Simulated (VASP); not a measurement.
An input for Ansatz (written as the equivalent of a VASP run, and not itself run):

Ansatz 0.2 input:
```yaml
crystal:
  lattice:
    - [1.2287819, -2.1283122, 0.0000000]
    - [1.2287819, 2.1283122, 0.0000000]
    - [0.0000000, 0.0000000, 6.6298151]
  atoms:
    - { symbol: C, position: [0.0000000, 0.0000000, 0.2500000] }
    - { symbol: C, position: [0.0000000, 0.0000000, 0.7500000] }
    - { symbol: C, position: [0.3333330, 0.6666670, 0.2500000] }
    - { symbol: C, position: [0.6666670, 0.3333330, 0.7500000] }
kpoints:
  mp_grid: { grid: [13, 13, 4] }
hamiltonian:
  xc: r2scan
  dispersion: rvv10
  pseudopotentials: { kind: paw }
scf:
  occupations: { method: methfessel_paxton, width: 0.1 }
  max_iter: 100
relax:
  max_steps: 60
  f_tol: 0.02
  cell: {}
output: { forces: true, stress: true, eigenvalues: true }
```

Write the VASP files for the same calculation (r2SCAN+rVV10).

Several could match; the one computed here: 
**KPOINTS**
```
kpoints
0
gamma
13 13 4
```

File POSCAR:
```
C
1.0
  1.2287819288  -2.1283122406   0.0000000000
  1.2287819288   2.1283122406   0.0000000000
  0.0000000000   0.0000000000   6.6298150698
C
4
Direct
  0.0000000000   0.0000000000   0.2500000000
  0.0000000000   0.0000000000   0.7500000000
  0.3333330000   0.6666670000   0.2500000000
  0.6666670000   0.3333330000   0.7500000000
```

### INCAR
```
SYSTEM = C
PREC = Accurate
ENCUT = 520
EDIFF = 1E-6
NELM = 100
ALGO = Normal
LREAL = .FALSE.
LASPH = .TRUE.
ISMEAR = 1
SIGMA = 0.1
METAGGA = R2SCAN
LUSE_VDW = .TRUE.
BPARAM = 11.95
CPARAM = 0.0093
LMIXTAU = .TRUE.
LWAVE = .FALSE.
LCHARG = .FALSE.
IBRION = 2
ISIF = 3
NSW = 60
EDIFFG = -0.02
```

POTCAR, in this order: C (PBE.64 set). Program: vasp_std.

Limits of the translation: each code has its own PAW files, so the cut-off isn't converted (ENCUT is set for VASP's; basis.ecutwfc is left out, and Ansatz then takes the one that its files recommend); Ansatz stops its SCF on the density residual and VASP on the energy change (EDIFF).

The compound is C in the graphite structure. This run relaxes it. Symmetry was kept, so distortions that lower it aren't found. The start is the result of an earlier pass.
